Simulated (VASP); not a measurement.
VASP runs on Ca (fcc) share one base input (PBE GGA, plane waves, VASP's PBE PAW potentials (set 64)) and change the settings named in each case.

**KPOINTS**
```
kpoints
0
gamma
  10 10 10
```

### INCAR
```
SYSTEM = Ca
PREC = Accurate; ENCUT = 400; LREAL = F
LASPH = T
EDIFF = 1E-6; NELM = 100; ALGO = Normal
ISMEAR = 1; SIGMA = 0.1
GGA = PE
ISIF = 2
LWAVE = F; LCHARG = F
```

**POSCAR**
```
Ca
1
    0.0000000000     2.7900000000     2.7900000000
    2.7900000000     0.0000000000     2.7900000000
    2.7900000000     2.7900000000     0.0000000000
Ca
1
Direct
  0.0000000000   0.0000000000   0.0000000000
```

POTCAR, in this order: Ca_sv (PBE.64 set). Program: vasp_std.

| change | E(σ→0) (eV/atom) | pressure (GPa) | −TS (eV) |
|---|---|---|---|
| base run | -1.9304 | -0.50 | 0.0004 |
| IVDW = 11 | -2.0796 | (withheld) | 0.0004 |
| GGA = 91 | -1.9298 | -0.61 | 0.0003 |
| IVDW = 12 | -2.1538 | -1.29 | 0.0004 |
| GGA = RE | -1.7673 | 0.18 | 0.0004 |
| GGA = AM | -2.0028 | (withheld) | 0.0004 |
| GGA = PS | -2.1257 | -1.11 | 0.0004 |

### Question
What belongs in the gaps?

### Answer

- IVDW = 11, pressure (GPa): -0.72
- GGA = AM, pressure (GPa): -0.82

Energies of different potentials or functionals have different zeros.

Left out are runs that ran out of time, are held back, or changed the cell or the kind of run, fixed moments of cells without a moment, rows past the twelfth, gaps on odd meshes, pressures of charged cells and columns that move by less than the noise.

The compound is Ca in the fcc structure. The cell was not relaxed at this level.
